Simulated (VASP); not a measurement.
Set up this calculation in VASP 6.6.1, as the native input.

```
Task                   : single point
Functional             : PBE
Potentials or basis    : VASP PAW PBE potentials, release 64 (Al, W_sv)
Cutoff                 : 520 eV
k mesh                 : 2 × 3 × 1
Occupations            : gaussian, width 0.15 eV
Spin                   : no spin polarisation
Dipole correction      : no
Further INCAR settings : LREAL = Auto; ALGO = Fast; EDIFF = 1e-07; NBANDS = 45
```

The structure of Al16W lies in POSCAR:

```
Al16W
1.0
    8.1000000000      0.0000000000      0.0000000000
    0.0000000000      5.7275650000      0.0000000000
    0.0000000000      0.0000000000     16.2956740000
Al W
16 1
Direct
    0.2500000000      0.2500000000      0.0613660000
    0.7500000000      0.2500000000      0.0613660000
    0.2500000000      0.7500000000      0.0613660000
    0.7500000000      0.7500000000      0.0613660000
   -0.0078855838      0.0082886706      0.1456509516
    0.5022550360      0.0052438094      0.1353709012
   -0.0001217641      0.5142125110      0.1474598157
    0.4982750384      0.5093983916      0.1359256231
    0.2775233273      0.3086588934      0.2298431136
    0.7326901350      0.2289224241      0.2260651894
    0.2540645851      0.8047644880      0.2284168966
    0.7239416051      0.7067047546      0.2324320558
   -0.0366181279     -0.1180590744      0.3171449768
    0.5138981384      0.0035402533      0.3146689365
   -0.0150804667      0.3695966524      0.3116448178
    0.2524922046      0.5893527362      0.3812806160
    0.2230017632      0.0886781071      0.3624088844
```

The cell was built by a generator and needn't be a form met in nature.

One way to write it, as run:

INCAR

```
ALGO = Fast
EDIFF = 1E-7
ENCUT = 520
GGA = PE
ISIF = 2
ISMEAR = 0
LASPH = True
LCHARG = True
LELF = True
LREAL = Auto
LVHAR = True
LWAVE = False
NBANDS = 45
NELM = 100
PREC = Accurate
SIGMA = 0.15
```

KPOINTS

```
k-points
0
Gamma
  2 3 1
```

Potentials or basis: VASP PAW PBE potentials, release 64 (Al, W_sv).

Command:

```bash
$ cat potpaw_PBE.64/Al/POTCAR potpaw_PBE.64/W_sv/POTCAR > POTCAR
$ mpirun -np 1 vasp_std > vasp.out
```

Results of the run:

| Quantity | Value |
| --- | --- |
| Largest force | 0.352 eV/Å |
| Band gap on the k mesh | none (metal or under the smearing width) |

Caveat: the k mesh is coarse (spacing up to 0.39 Å⁻¹), so the values aren't converged.

It took 4.2 min on 1 thread of Intel(R) Xeon(R) 6975P-C (Granite Rapids), with other jobs on the host, peak memory 0.74 GiB.
